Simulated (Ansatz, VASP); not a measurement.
# InSe (InSe monolayer (from P-6m2)): VASP beside Ansatz

Wanted: the spread between two codes on one cell, functional and k mesh. Of the first pair: The structure shown is the start of the Ansatz relaxation below; VASP solves that cell, so the two are compared at the walk's first step.

Program: Ansatz 0.2.0. Level of theory: plane waves, with VASP 6.6.1 beside it; PBEsol. Results are calculated unless marked as measured.

**1. Set-up**

The cell holds 4 atoms: 2 In and 2 Se. Its edges and angles: a = 4.047 Å, b = 4.047 Å, c = 34.416 Å, α = 90.0°, β = 90.0°, γ = 120.0°. Vacuum lies along c. The height across the vacuum is the one that the program set for its solve, not the one typed.

**2. Ansatz: relaxation, PBEsol**

Ansatz runs on its PAW soft_1 files.

The two programs are compared at the cell with which this relaxation starts, whose forces are those of its first step.

File input.yaml:

```yaml
crystal:
  lattice:
    - [4.047329, 0.0, 0.0]
    - [-2.023665, 3.50509, 0.0]
    - [0.0, 0.0, 29.307875]
  atoms:
    - { symbol: In, position: [0.0, 0.0, 0.5476703] }
    - { symbol: In, position: [0.0, 0.0, 0.4523297] }
    - { symbol: Se, position: [0.6666667, 0.3333333, 0.5905537] }
    - { symbol: Se, position: [0.6666667, 0.3333333, 0.4094463] }
  periodic: [true, true, false]
basis:
  ecutwfc: 420
  xc_grid: 2
hamiltonian:
  xc: pbesol
  pseudopotentials: { kind: paw, azcp: { folder: soft_1 }, xc_functional: pbe }
kpoints:
  mp_grid: { grid: [9, 9, 1] }
scf:
  occupations: { method: fermi_dirac, width: 0.02 }
  max_iter: 60
relax:
  f_tol: 0.005
  max_steps: 60
  cell: {}
output:
  forces: true
checkpoint:
  write: "../cell.run"
  compress: false
  write_wavefunctions: false
  write_every: 100000
```

Run with:

```bash
> ansatz run input.yaml --threads 32 --pin off --max-ram 84787MiB --backend cuda --events-out ev --progress --plain --runs-dir out --max-vram 78GiB
```

Output:

```text
Warning: crystal.periodic: the lattice vector that does not repeat stood 0.000° off the slab's normal, 29.308 Å along it as the deck builds it. The run solves the slab on a vector along the normal, 34 [...]
crystal.periodic: the lattice vector that does not repeat stood 0.000° off the slab's normal, 29.308 Å along it as the deck builds it. The run solves the slab on a vector along the normal, 34.416 Å lo [...]
Engine: ansatz 0.2.0, aarch64-unknown-linux-gnu
[...]
Pseudopotential: In, paw, valence charge 13, recommended cutoff 420 eV (normal), soft_1/In.paw.azcp
Pseudopotential: Se, paw, valence charge 16, recommended cutoff 420 eV (normal), soft_1/Se.paw.azcp
Functional definition: PBEsol
[...]
Crystal: 4 atoms, lattice volume = 488.230 Å³
Basis set: ecut = 420 eV, 9547 PW (Γ), exchange–correlation on 60×60×480 points (8 copies of the dense FFT grid, shifted against one another)
Bands: 35, of which v1, the nominal top of the filled ones, is band 29 counted from 1 (28 counted from 0)
[...]
Space group: P-6m2 (ITA 187), of the structure as read, at distance tolerance 7.9e-5 Å
[...]
basis re-selected at this cell: Δ(F+E_penalty+E_count) = +2.741e-4 eV, ΔP = -0.000 N/m vs the last step (what re-selecting the basis moved, of the pressure what is left beyond the Pulay correction tha [...]
SCF converged after 6 iterations
Free energy (F): -21901.256099 eV
[...]
Fermi energy:    -5.160242 eV
--- Per-component energies (eV) ---
[...]
--- Forces (eV/Å), atoms counted from 1 ---
[...]
--- 2D stress c σ (N/m, compression-positive) ---
[...]
P = ½ c Tr σ = -0.0010 N/m
--- Band table (eV; the first three rows and the last of 12) ---
[...]
--- Relaxed structure (5 steps of the walk, 4 accepted, 1 SCFs on fresh bases) ---
[...]
```

**3. VASP: single point, PBEsol, start cell, pair 1**

The same cell, functional, mesh and smearing now go to VASP, with its own data sets.

Lines of VASP's logs that name or quote its potential files are left out, and so is its time.

File INCAR:

```
SYSTEM = InSe
PREC = Accurate
ENCUT = 400
EDIFF = 1E-06
NELM = 120
ISMEAR = -1
SIGMA = 0.02
LREAL = .FALSE.
ALGO = Normal
GGA = PS
NBANDS = 25
LORBIT = 11
LWAVE = .FALSE.
LCHARG = .FALSE.
ISIF = 2
LDIPOL = .TRUE.
IDIPOL = 3
DIPOL = 0.5 0.5 0.426
LVHAR = .TRUE.
LASPH = .TRUE.
GGA_COMPAT = .FALSE.
EFERMI = MIDGAP
NELMDL = -8
```

File POSCAR:

```
InSe
1.0
    4.0473290000      0.0000000000      0.0000000000
   -2.0236650000      3.5050900000      0.0000000000
    0.0000000000      0.0000000000     34.4157460000
In Se
2 2
Direct
    0.0000000000      0.0000000000      0.4663868974
    0.0000000000      0.0000000000      0.3851964156
    0.6666666667      0.3333333333      0.5029056758
    0.6666666667      0.3333333333      0.3486776373
```

File KPOINTS:

```
Automatic mesh
0
Gamma
9 9 1
0 0 0
```

PAW data sets: In_d and Se (PBE family, release 64).

Run with:

```bash
> mpirun -np 1 vasp_std
```

Output:

```text
[banner, memory and clock lines left out]
running    1 mpi-ranks, on    1 nodes
 distrk:  each k-point on    1 cores,    1 groups
 distr:  one band on    1 cores,    1 groups

 POSCAR found type information on POSCAR InSe
 POSCAR found :  2 types and       4 ions
|                                                                             |
|               ----> ADVICE to this user running VASP <----                  |
|                                                                             |
|     You enforced a specific xc type in the INCAR file but a different       |
|     [... a line on the potential file left out ...]
|     I HOPE YOU KNOW WHAT YOU ARE DOING!                                     |
|                                                                             |

 LDA part: xc-table for (Slater+PW92), standard interpolation
 POSCAR, INCAR and KPOINTS ok, starting setup
 FFT: planning ... GRIDC
 FFT: planning ... GRID_SOFT
 FFT: planning ... GRID
 WAVECAR not read
 entering main loop
       N       E                     dE             d eps       ncg     rms          rms(c)
DAV:   1     0.250657137109E+03    0.25066E+03   -0.13444E+04   744   0.943E+02
DAV:   2     0.119508196461E+02   -0.23871E+03   -0.23487E+03   728   0.267E+02
DAV:   3    -0.153425464190E+02   -0.27293E+02   -0.27141E+02   804   0.109E+02
DAV:   4    -0.160098862461E+02   -0.66734E+00   -0.66663E+00   718   0.223E+01
DAV:   5    -0.160345351569E+02   -0.24649E-01   -0.24646E-01   982   0.357E+00
DAV:   6    -0.160350900364E+02   -0.55488E-03   -0.55487E-03   928   0.465E-01
DAV:   7    -0.160350969623E+02   -0.69259E-05   -0.69261E-05   919   0.452E-02
DAV:   8    -0.160350971798E+02   -0.21753E-06   -0.21729E-06   704   0.778E-03    0.628E+00
DAV:   9    -0.155860862085E+02    0.44901E+00   -0.97815E-01   802   0.167E+01    0.381E+00
DAV:  10    -0.155531552422E+02    0.32931E-01   -0.45161E-01   862   0.541E+00    0.802E-01
DAV:  11    -0.155477065035E+02    0.54487E-02   -0.47198E-02   926   0.268E+00    0.540E-01
DAV:  12    -0.155479029590E+02   -0.19646E-03   -0.64681E-03   684   0.408E-01    0.112E-01
DAV:  13    -0.155478256550E+02    0.77304E-04   -0.47470E-04   959   0.242E-01    0.632E-02
DAV:  14    -0.155477990822E+02    0.26573E-04   -0.27391E-04   718   0.871E-02    0.202E-02
[...]
DAV:  18    -0.155479586405E+02   -0.56352E-04   -0.96954E-06   546   0.128E-02    0.237E-03
DAV:  19    -0.155479901801E+02   -0.31540E-04   -0.23981E-06   566   0.620E-03    0.214E-03
DAV:  20    -0.155480161216E+02   -0.25941E-04   -0.60522E-07   520   0.317E-03    0.112E-03
DAV:  21    -0.155480306174E+02   -0.14496E-04   -0.41018E-07   528   0.384E-03    0.106E-03
DAV:  22    -0.155480346127E+02   -0.39953E-05   -0.51267E-08   486   0.211E-03    0.523E-04
DAV:  23    -0.155480391757E+02   -0.45630E-05   -0.19149E-07   468   0.132E-03    0.351E-04
DAV:  24    -0.155480408065E+02   -0.16308E-05   -0.39603E-08   465   0.117E-03    0.189E-04
DAV:  25    -0.155480415087E+02   -0.70223E-06   -0.11397E-08   434   0.515E-04
   1 F= -.15548042E+02 E0= -.15548042E+02  d E =-.103770E-15
```

From OUTCAR (step 3):

```text
ion  position               nearest neighbor table
   1  0.000  0.000  0.466-   3 2.65   3 2.65   3 2.65   2 2.79
   2  0.000  0.000  0.385-   4 2.65   4 2.65   4 2.65   1 2.79
   3  0.667  0.333  0.503-   1 2.65   1 2.65   1 2.65
   4  0.667  0.333  0.349-   2 2.65   2 2.65   2 2.65

  LATTYP: Found a hexagonal cell.
 ALAT       =     4.0473290000
 C/A-ratio  =     8.5033230558

 Subroutine GETGRP returns: Found 12 space group operations
 (whereof  6 operations were pure point group operations)

The static configuration has the point symmetry C_3v.
 The point group associated with its full space group is D_3h.

 Found     12 irreducible k-points:

   k-points           NKPTS =     12   k-points in BZ     NKDIM =     12   number of bands    NBANDS=     25

   dimension x,y,z NGX =    28 NGY =   28 NGZ =  224
   dimension x,y,z NGXF=    56 NGYF=   56 NGZF=  448

   ENCUT  =  400.0 eV  29.40 Ry    5.42 a.u.   6.60  6.60 56.12*2*pi/ulx,y,z

   NELECT =      38.0000    total number of electrons

 k-points in reciprocal lattice and weights: Automatic mesh
   0.00000000  0.00000000  0.00000000       0.012
   0.11111111  0.00000000  0.00000000       0.074
   0.22222222  0.00000000  0.00000000       0.074
   0.33333333 -0.00000000  0.00000000       0.074
   0.44444444  0.00000000  0.00000000       0.074
   0.11111111  0.11111111  0.00000000       0.074
   0.22222222  0.11111111  0.00000000       0.148
   0.33333333  0.11111111  0.00000000       0.148
   0.44444444  0.11111111  0.00000000       0.074
   0.22222222  0.22222222  0.00000000       0.074
   0.33333333  0.22222222  0.00000000       0.148
   0.33333333  0.33333333  0.00000000       0.025

 dipolmoment           0.000000      0.000000      0.000007 electrons x Angstroem

 average (electrostatic) potential at core
       1-104.0092       2-104.0092       3 -61.0110       4 -61.0110

 E-fermi :  -3.0238

 k-point     1 :       0.0000    0.0000    0.0000
  band No.  band energies     occupation
    ...
     15      -4.3483      2.00000
     16      -4.3483      2.00000
     17      -4.2696      2.00000
     18      -4.2696      2.00000
     19      -3.8006      2.00000
     20      -2.3171      0.00000
     21      -1.1591      0.00000
     22       1.1525      0.00000
     23       1.1525      0.00000
     24       1.8680      0.00000
    ...

 k-point     2 :       0.1111    0.0000    0.0000
  band No.  band energies     occupation
    ...
     15      -5.0154      2.00000
     16      -4.8842      2.00000
     17      -4.4988      2.00000
     18      -4.4024      2.00000
     19      -3.7304      2.00000
     20      -1.7165      0.00000
     21      -0.5662      0.00000
     22       0.5614      0.00000
     23       1.2855      0.00000
     24       1.7617      0.00000
    ...

 k-point     3 :       0.2222    0.0000    0.0000
  band No.  band energies     occupation
    ...
     15      -5.9911      2.00000
     16      -5.4809      2.00000
     17      -4.8391      2.00000
     18      -4.7063      2.00000
     19      -3.7697      2.00000
     20      -1.1329      0.00000
     21      -0.7819      0.00000
     22       0.8343      0.00000
     23       1.1375      0.00000
     24       1.4831      0.00000
    ...

  Total       -0.7629429     -0.7629431     -0.2938936      0.0000001      0.0000000      0.0000000
  in kB       -2.5036740     -2.5036743     -0.9644413      0.0000004      0.0000000      0.0000000
  external PRESSURE =      -1.9905965 kB  Pullay stress =       0.0000000 kB

  energy-cutoff  :      400.00
  volume of cell :      488.23
      direct lattice vectors                 reciprocal lattice vectors
     4.047329000  0.000000000  0.000000000     0.247076529  0.142649725  0.000000000
    -2.023665000  3.505090000  0.000000000     0.000000000  0.285299379  0.000000000
     0.000000000  0.000000000 34.415746000     0.000000000  0.000000000  0.029056467

 POSITION                                       TOTAL-FORCE (eV/Angst)
 -----------------------------------------------------------------------------------
      0.00000      0.00000     16.05105        -0.000000     -0.000000     -0.091361
      0.00000      0.00000     13.25682         0.000000     -0.000000      0.091361
      2.02366      1.16836     17.30787        -0.000000      0.000000      0.001669
      2.02366      1.16836     12.00000         0.000000      0.000000     -0.001669
 -----------------------------------------------------------------------------------
    total drift:                               -0.000007     -0.000003      0.000010

  FREE ENERGIE OF THE ION-ELECTRON SYSTEM (eV)
  ---------------------------------------------------
  free  energy   TOTEN  =       -15.5480415087 eV

  energy  without entropy=      -15.5480415087  energy(sigma->0) =      -15.54804151

 vacuum level on the upper side and lower side of the slab         2.210         2.210

 total charge
# of ion       s       p       d       tot
------------------------------------------
    1        0.857   0.664   9.884  11.404
    2        0.857   0.664   9.884  11.404
    3        1.471   2.326   0.021   3.818
    4        1.471   2.326   0.021   3.818
--------------------------------------------------
tot          4.658   5.978  19.809  30.445

[... 3 further parts left out ...]
```

**4. Side by side**

Known differences besides the potentials themselves: Ansatz cuts the interaction across the vacuum, VASP repeats the sheet with a dipole correction (LDIPOL); the data sets hold 58 valence electrons in Ansatz (on its PAW soft_1 files) and 38 in VASP; the cutoff is 420 eV in Ansatz and 400 eV in VASP; Ansatz makes its cores anew for this functional, VASP keeps those of its PBE data sets. Total energies have different zeros and are not compared.

Forces (eV/Å; atoms numbered as in POSCAR):

| atom | Ansatz x, y, z | VASP x, y, z |
| --- | --- | --- |
| In1 | 0.000, 0.000, -0.072 | 0.000, 0.000, -0.091 |
| In2 | 0.000, 0.000, 0.072 | 0.000, 0.000, 0.091 |
| Se3 | 0.000, 0.000, -0.018 | 0.000, 0.000, 0.002 |
| Se4 | 0.000, 0.000, 0.018 | 0.000, 0.000, -0.002 |

The forces differ by 11 meV/Å r.m.s., which is 29.7 % of the r.m.s. force of 0.037 eV/Å (both taken over all components). Where the cell holds vacuum, a pressure given here is an average over it and none of the material.

**5. Ansatz: relaxation, PBEsol**

This run makes the geometry at which the two programs are then compared.

The structure compared here is the end of the Ansatz relaxation.

This is the run of step 2 again, met here at its other cell.

**6. VASP: single point, PBEsol, relaxed cell, pair 2**

The same cell, functional, mesh and smearing now go to VASP, with its own data sets.

INCAR is that of step 3.

File POSCAR:

```
InSe
1.0
    3.9960652950      0.0000002850      0.0000000000
   -1.9980328943      3.4606939181      0.0000000000
    0.0000000000      0.0000000000     34.4157460816
In Se
2 2
Direct
    0.0000000000      0.0000000000      0.4660832555
    0.0000000000      0.0000000000      0.3855000556
    0.6666666667      0.3333333333      0.5033663933
    0.6666666667      0.3333333333      0.3482169178
```

KPOINTS is that of step 3.

Run with:

```bash
> mpirun -np 1 vasp_std
```

Output:

```text
[banner, memory and clock lines left out]
running    1 mpi-ranks, on    1 nodes
[...]
[... a notice as in an earlier step ...]

 LDA part: xc-table for (Slater+PW92), standard interpolation
 POSCAR, INCAR and KPOINTS ok, starting setup
[...]
entering main loop
       N       E                     dE             d eps       ncg     rms          rms(c)
DAV:   1     0.276272138936E+03    0.27627E+03   -0.13367E+04   712   0.952E+02
DAV:   2     0.156703979432E+02   -0.26060E+03   -0.25673E+03   700   0.274E+02
DAV:   3    -0.150997340726E+02   -0.30770E+02   -0.30528E+02   781   0.116E+02
DAV:   4    -0.160078865027E+02   -0.90815E+00   -0.90688E+00   725   0.253E+01
[...]
DAV:  23    -0.155578616932E+02   -0.51626E-05   -0.21494E-07   484   0.139E-03    0.386E-04
DAV:  24    -0.155578635772E+02   -0.18840E-05   -0.44988E-08   474   0.115E-03    0.201E-04
DAV:  25    -0.155578645051E+02   -0.92791E-06   -0.17254E-08   433   0.518E-04
   1 F= -.15557865E+02 E0= -.15557865E+02  d E =-.330939E-19
```

From OUTCAR (step 6):

```text
  Total        0.0236619      0.0236619      0.0055180      0.0000000      0.0000000      0.0000000
  in kB        0.0796540      0.0796540      0.0185753      0.0000000      0.0000000      0.0000000
  external PRESSURE =       0.0592944 kB  Pullay stress =       0.0000000 kB

 POSITION                                       TOTAL-FORCE (eV/Angst)
 -----------------------------------------------------------------------------------
      0.00000      0.00000     16.04060        -0.000000     -0.000000     -0.019237
      0.00000      0.00000     13.26727        -0.000000     -0.000000      0.019237
      1.99803      1.15356     17.32373         0.000000      0.000000      0.019862
      1.99803      1.15356     11.98415         0.000000      0.000000     -0.019862
 -----------------------------------------------------------------------------------
    total drift:                               -0.000000      0.000001     -0.000193

  FREE ENERGIE OF THE ION-ELECTRON SYSTEM (eV)
  ---------------------------------------------------
  free  energy   TOTEN  =       -15.5578645051 eV

  energy  without entropy=      -15.5578645051  energy(sigma->0) =      -15.55786451

[... 1 part as in an earlier step ...]

[... 2 further parts left out ...]
[key lines of the parts left out:]
E-fermi :  -2.9262
```

**7. Side by side**

What differs besides the data sets and the points named for the pairs above, as far as they apply: the data sets hold 58 valence electrons in Ansatz (on its PAW soft_1 files) and 38 in VASP. Total energies have different zeros and are not compared.

The two programs side by side:

| quantity | Ansatz | VASP | difference |
| --- | --- | --- | --- |
| gap on the k mesh (eV) | 1.648 | 1.638 | +0.010 |

The largest component of a force difference here is 20 meV/Å. A gap on the mesh is an upper bound, since the band edges may lie between its points. Where the cell holds vacuum, a pressure given here is an average over it and none of the material.

**8. Summary of results**

* r.m.s. force difference (single point, PBEsol, start cell, pair 1): 11 meV/Å
* difference in gap on the k mesh (single point, PBEsol, relaxed cell, pair 2): 0.010 eV
* r.m.s. force difference (single point, PBEsol, relaxed cell, pair 2): 11 meV/Å

**Reading.** The r.m.s. force difference is 11 meV/Å (single point, PBEsol, relaxed cell, pair 2), within the 12 meV/Å picked in this series as the mark of a large difference. The data sets hold unlike numbers of valence electrons (58 in Ansatz and 38 in VASP), so part of the differences may come from the potentials. Such differences can come from data sets, numerical settings and the points named under the comparisons, not from the functional's error against experiment.

[Lines on the potential files, build, host, timing and source positions are cut from VASP's logs without a mark.]

[Logs are printed without paths, hosts, clocks, repeated set-up lines and the standing remarks that a program may print on its own settings, such as how far it seeks lower states.]

[Hosts, paths, dates, database ids (printed as entryN), source tags and the programs' standing remarks are cut or masked in the printed files.]
